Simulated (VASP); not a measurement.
Method: HSE06 screened hybrid, VASP's PBE PAW potentials (set 64) (plane waves; VASP).

VASP ran on this input.

**INCAR**
```
# general
SYSTEM   = NaCl
PREC     = Accurate
ENCUT    = 520
LREAL    = F
LASPH    = T
ISYM     = 3

# electronic loop
EDIFF    = 1E-6
NELM     = 60
ALGO     = Normal

# smearing
ISMEAR   = 0
SIGMA    = 0.05

# functional
GGA      = PE
LHFCALC  = T
AEXX     = 0.25
HFSCREEN = 0.2
PRECFOCK = Fast

# ions
ISIF     = 2

# output
LWAVE    = F
LCHARG   = F
```

KPOINTS:
```
Automatic mesh
0
Gamma
6 6 6
0 0 0
```

**POSCAR**
```
NaCl
1
    0.0000000000     2.8726306114     2.8726306114
    2.8726306114     0.0000000000     2.8726306114
    2.8726306114     2.8726306114     0.0000000000
Na Cl
1 1
Direct
  0.0000000000   0.0000000000   0.0000000000
  0.5000000000   0.5000000000   0.5000000000
```

POTCAR, in this order: Na_pv Cl (PBE.64 set). Program: vasp_std. Read from the step before: WAVECAR.

The run wrote:

OSZICAR:
```
       N       E                     dE             d eps       ncg     rms          rms(c)
DAV:   1    -0.788752288067E+01   -0.78875E+01   -0.15044E-01   352   0.403E+00    0.444E-01
DAV:   2    -0.788836426712E+01   -0.84139E-03   -0.71717E-03   358   0.128E+00    0.310E-01
DAV:   3    -0.788811428283E+01    0.24998E-03   -0.69656E-04   406   0.438E-01    0.183E-01
DAV:   4    -0.788808292958E+01    0.31353E-04   -0.97117E-05   415   0.158E-01    0.109E-01
DAV:   5    -0.788808038998E+01    0.25396E-05   -0.15318E-05   416   0.570E-02    0.648E-02
DAV:   6    -0.788808088994E+01   -0.49996E-06   -0.31362E-06   376   0.236E-02
   1 F= -.78880809E+01 E0= -.78880809E+01  d E =-.317106E-11
```

### OUTCAR
```
------------------------ aborting loop because EDIFF is reached ----------------------------------------
  FORCE on cell =-STRESS in cart. coord.  units (eV):
  Direction    XX          YY          ZZ          XY          YZ          ZX
  --------------------------------------------------------------------------------------
  Total       -0.3136496     -0.3136496     -0.3136496      0.0000000      0.0000000      0.0000000
  in kB      -10.5995129    -10.5995129    -10.5995129      0.0000000      0.0000000      0.0000000
  external PRESSURE =     -10.5995129 kB  Pullay stress =       0.0000000 kB
  volume of cell :       47.41
      direct lattice vectors                 reciprocal lattice vectors
     0.000000000  2.872630611  2.872630611    -0.174056490  0.174056490  0.174056490
     2.872630611  0.000000000  2.872630611     0.174056490 -0.174056490  0.174056490
     2.872630611  2.872630611  0.000000000     0.174056490  0.174056490 -0.174056490
  FREE ENERGIE OF THE ION-ELECTRON SYSTEM (eV)
  ---------------------------------------------------
  free  energy   TOTEN  =        -7.8880808899 eV

  energy  without entropy=       -7.8880808899  energy(sigma->0) =       -7.88808089

  exchange ACFDT corr.  =         0.00000000  see jH, gK, PRB 81, 115126
```
(Selected blocks of OUTCAR.)

The compound is NaCl in the rock salt structure. This cell is one point of a volume scan, at 1.03 of the reference volume. The cell's shape comes from a PBE relaxation.
